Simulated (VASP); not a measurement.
Method: vdW-DF2, VASP's PBE PAW potentials (set 64) (plane waves; VASP).

A VASP calculation is set up with these files.

File POSCAR:
```
Mg
1
    1.6050000000    -2.7799420000     0.0000000000
    1.6050000000     2.7799420000     0.0000000000
    0.0000000000     0.0000000000     5.2100000000
Mg
2
Direct
  0.3333330000   0.6666670000   0.2500000000
  0.6666670000   0.3333330000   0.7500000000
```

### KPOINTS
```
Automatic mesh
0
Gamma
12 12 7
0 0 0
```

### INCAR
```
SYSTEM = Mg
PREC = Accurate; ENCUT = 520; LREAL = F
LASPH = T
EDIFF = 1E-6; NELM = 100; ALGO = Normal
ISMEAR = 1; SIGMA = 0.1
GGA = ML; LUSE_VDW = T; AGGAC = 0.0
ZAB_VDW = -1.8867
IBRION = 2; NSW = 60; ISIF = 3
EDIFFG = -0.01
LWAVE = F; LCHARG = F
```

POTCAR, in this order: Mg (PBE.64 set). Program: vasp_std.

The run wrote:

**OSZICAR**
```
       N       E                     dE             d eps       ncg     rms          rms(c)
DAV:   1     0.348483143318E+01    0.34848E+01   -0.12710E+03   912   0.464E+02
DAV:   2     0.704037628581E+00   -0.27808E+01   -0.25460E+01  1236   0.277E+01
DAV:   3     0.679462248103E+00   -0.24575E-01   -0.24529E-01  1326   0.327E+00
DAV:   4     0.679393502827E+00   -0.68745E-04   -0.68745E-04  1278   0.148E-01
DAV:   5     0.679393326072E+00   -0.17676E-06   -0.17661E-06  1314   0.689E-03    0.759E-01
DAV:   6     0.654976408498E+00   -0.24417E-01   -0.11683E-02  1074   0.964E-01    0.516E-01
DAV:   7     0.638903442317E+00   -0.16073E-01   -0.26541E-02  1044   0.161E+00    0.585E-02
DAV:   8     0.638986024323E+00    0.82582E-04   -0.13326E-04  1218   0.123E-01    0.190E-02
DAV:   9     0.638970467280E+00   -0.15557E-04   -0.44343E-05  1200   0.798E-02    0.338E-03
DAV:  10     0.638969073739E+00   -0.13935E-05   -0.12331E-06  1188   0.127E-02    0.168E-03
DAV:  11     0.638968934900E+00   -0.13884E-06   -0.46940E-07   678   0.567E-03
   1 F= 0.63896893E+00 E0= 0.63896932E+00  d E =0.638969E+00
       N       E                     dE             d eps       ncg     rms          rms(c)
DAV:   1     0.636286105438E+00   -0.26830E-02   -0.94103E-03  1218   0.590E-01    0.347E-02
DAV:   2     0.636264407550E+00   -0.21698E-04   -0.43210E-05  1068   0.518E-02    0.233E-02
DAV:   3     0.636246996231E+00   -0.17411E-04   -0.27045E-05  1086   0.593E-02    0.116E-03
DAV:   4     0.636247301139E+00    0.30491E-06   -0.82697E-08   822   0.275E-03
   2 F= 0.63624730E+00 E0= 0.63616320E+00  d E =-.272163E-02
       N       E                     dE             d eps       ncg     rms          rms(c)
DAV:   1     0.635499941007E+00   -0.74706E-03   -0.13123E-02  1218   0.703E-01    0.402E-02
DAV:   2     0.635470862600E+00   -0.29078E-04   -0.59047E-05  1068   0.608E-02    0.269E-02
DAV:   3     0.635447647607E+00   -0.23215E-04   -0.35829E-05  1092   0.680E-02    0.131E-03
DAV:   4     0.635448067924E+00    0.42032E-06   -0.10736E-07   852   0.307E-03
   3 F= 0.63544807E+00 E0= 0.63510425E+00  d E =-.352087E-02
       N       E                     dE             d eps       ncg     rms          rms(c)
DAV:   1     0.635361439232E+00   -0.86208E-04   -0.98387E-04  1218   0.193E-01    0.999E-03
DAV:   2     0.635360163746E+00   -0.12755E-05   -0.44155E-06  1074   0.163E-02    0.668E-03
DAV:   3     0.635359694062E+00   -0.46968E-06   -0.22526E-06  1068   0.173E-02
   4 F= 0.63535969E+00 E0= 0.63507051E+00  d E =-.360924E-02
       N       E                     dE             d eps       ncg     rms          rms(c)
DAV:   1     0.635356166370E+00   -0.39974E-05   -0.22211E-05  1242   0.288E-02    0.160E-03
DAV:   2     0.635356040570E+00   -0.12580E-06   -0.99491E-08   666   0.249E-03
   5 F= 0.63535604E+00 E0= 0.63505645E+00  d E =-.361289E-02
       N       E                     dE             d eps       ncg     rms          rms(c)
DAV:   1     0.634973226108E+00   -0.38294E-03   -0.18645E-03  1254   0.236E-01    0.142E-02
DAV:   2     0.634969089029E+00   -0.41371E-05   -0.96753E-06  1074   0.249E-02    0.953E-03
DAV:   3     0.634966423305E+00   -0.26657E-05   -0.48814E-06  1104   0.249E-02    0.320E-04
DAV:   4     0.634966369857E+00   -0.53449E-07   -0.88235E-09   570   0.932E-04
   6 F= 0.63496637E+00 E0= 0.63456236E+00  d E =-.389671E-03
       N       E                     dE             d eps       ncg     rms          rms(c)
DAV:   1     0.634946685779E+00   -0.19738E-04   -0.13164E-04  1236   0.625E-02    0.387E-03
DAV:   2     0.634946413930E+00   -0.27185E-06   -0.68667E-07  1008   0.668E-03
   7 F= 0.63494641E+00 E0= 0.63453637E+00  d E =-.409627E-03
       N       E                     dE             d eps       ncg     rms          rms(c)
DAV:   1     0.634909505454E+00   -0.37180E-04   -0.22825E-04  1200   0.950E-02    0.482E-03
DAV:   2     0.634909399417E+00   -0.10604E-06   -0.99613E-07  1032   0.808E-03
   8 F= 0.63490940E+00 E0= 0.63449037E+00  d E =-.370145E-04
```

**OUTCAR**
```
------------------------ aborting loop because EDIFF is reached ----------------------------------------
  FORCE on cell =-STRESS in cart. coord.  units (eV):
  Direction    XX          YY          ZZ          XY          YZ          ZX
  --------------------------------------------------------------------------------------
  Total        0.0039205      0.0039205      0.0026372      0.0000000      0.0000000      0.0000000
  in kB        0.1376661      0.1376661      0.0926055      0.0000000      0.0000000      0.0000000
  external PRESSURE =       0.1226459 kB  Pullay stress =       0.0000000 kB
  volume of cell :       45.63
      direct lattice vectors                 reciprocal lattice vectors
     1.605725903 -2.781199301  0.000000000     0.311385648 -0.179778558  0.000000000
     1.605725903  2.781199301  0.000000000     0.311385648  0.179778558  0.000000000
    -0.000000000  0.000000000  5.108432611    -0.000000000  0.000000000  0.195754760
 POSITION                                       TOTAL-FORCE (eV/Angst)
 -----------------------------------------------------------------------------------
      1.60573      0.92707      1.27711         0.000000      0.000000      0.000000
      1.60573     -0.92707      3.83132        -0.000000     -0.000000      0.000000
 -----------------------------------------------------------------------------------
    total drift:                                0.000001     -0.000005      0.000001
  FREE ENERGIE OF THE ION-ELECTRON SYSTEM (eV)
  ---------------------------------------------------
  free  energy   TOTEN  =         0.6349093994 eV

  energy  without entropy=        0.6336523212  energy(sigma->0) =        0.63449037

 reached required accuracy - stopping structural energy minimisation
```
(Selected blocks of OUTCAR.)

File CONTCAR:
```
Mg
   1.00000000000000
     1.6057259028807787   -2.7811993012546710    0.0000000000000000
     1.6057259028807787    2.7811993012546710    0.0000000000000000
    -0.0000000000000000    0.0000000000000000    5.1084326112631873
  Mg
     2
Direct
     0.3333330000000032    0.6666669999999968    0.2500000000000000
     0.6666669999999968    0.3333330000000032    0.7500000000000000
```

File OUTCAR:
```
 val. band max:        2.4653599647   @ k =   0.3333   0.1667   0.1429

 cond. band min:       2.5518836374   @ k =   0.1667   0.1667   0.0000


 Fermi energy:         2.5091151749

 k-point     1 :       0.0000    0.0000    0.0000
  band No.  band energies     occupation
      1      -4.3569      2.00000
      2       1.0740      2.00000
      3       1.4879      2.00000
      4      13.3425      0.00000
      5      13.3452      0.00000
      6      13.3626      0.00000

 k-point     2 :       0.0833    0.0000    0.0000
  band No.  band energies     occupation
      1      -4.2215      2.00000
      2       1.1970      2.00000
      3       1.6202      2.00000
      4      11.0755      0.00000
      5      12.1027      0.00000
      6      12.9758      0.00000

 k-point     3 :       0.1667    0.0000    0.0000
  band No.  band energies     occupation
      1      -3.8163      2.00000
      2       1.5662      2.00000
      3       2.0121      2.00000
      4       8.5774      0.00000
      5      11.0805      0.00000
      6      11.8088      0.00000

 k-point     4 :       0.2500    0.0000    0.0000
  band No.  band energies     occupation
      1      -3.1449      2.00000
      2       2.1821      2.00004
      3       2.6409     -0.06856
      4       6.2652      0.00000
      5      10.2876      0.00000
      6      10.5862      0.00000

 k-point     5 :       0.3333    0.0000    0.0000
  band No.  band energies     occupation
      1      -2.2126      2.00000
      2       3.0449     -0.00000
      3       3.2723     -0.00000
      4       4.4056     -0.00000
      5       9.0155      0.00000
      6       9.1900      0.00000

 k-point     6 :       0.4167    0.0000    0.0000
  band No.  band energies     occupation
      1      -1.0278      2.00000
      2       2.0299      2.00000
      3       4.1515     -0.00000
      4       4.8698      0.00000
      5       7.1629      0.00000
      6       7.6598      0.00000
...
```

The compound is Mg in the hcp structure. This run relaxes it. Symmetry was kept, so distortions that lower it aren't found.
